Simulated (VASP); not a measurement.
A run of VASP 6.6.1:

Contents of INCAR:

```
  ALGO = Fast
  EDIFF = 1E-6
  ENCUT = 520
  GGA = PE
  ISIF = 2
  ISMEAR = 0
  LASPH = True
  LCHARG = False
  LREAL = False
  LWAVE = False
  NBANDS = 58
  NELM = 100
  PREC = Accurate
  SIGMA = 0.2
```

The input KPOINTS:

```
k-points
0
Gamma
  4 4 2
```

Contents of POSCAR:

```
K2Sb
1.0
    5.4730167320      0.0000000000      0.0000000000
    0.0000000000      9.4795430504      0.0000000000
    0.0000000000      0.0000000000     11.2211834742
K Sb
8 4
Direct
    1.0000000000      0.3333333333      0.0909710124
    0.5000000000      0.8333333333      0.0909710124
    0.5000000000      0.1666666667      0.9090289876
    0.0000000000      0.6666666667      0.9090289876
    0.5000000000      0.1666666667      0.5909710124
    0.0000000000      0.6666666667      0.5909710124
    1.0000000000      0.3333333333      0.4090289876
    0.5000000000      0.8333333333      0.4090289876
    1.0000000000      0.3333333333      0.7500000000
    0.5000000000      0.8333333333      0.7500000000
    0.5000000000      0.1666666667      0.2500000000
    0.0000000000      0.6666666667      0.2500000000
```

Potentials or basis: VASP PAW PBE potentials, release 64 (K_sv, Sb).

Launch:

```bash
$ cat potpaw_PBE.64/K_sv/POTCAR potpaw_PBE.64/Sb/POTCAR > POTCAR
$ mpirun -np 1 vasp_std > vasp.out
```

Hardware: 1 thread of AMD EPYC 9R45 (Zen 5), on a shared host.

Estimate the wall time of this run.

Wall time 15 min on 1 thread of AMD EPYC 9R45 (Zen 5), on a shared host, peak memory 0.8 GiB. Counts: scf iterations 23, k points 18.
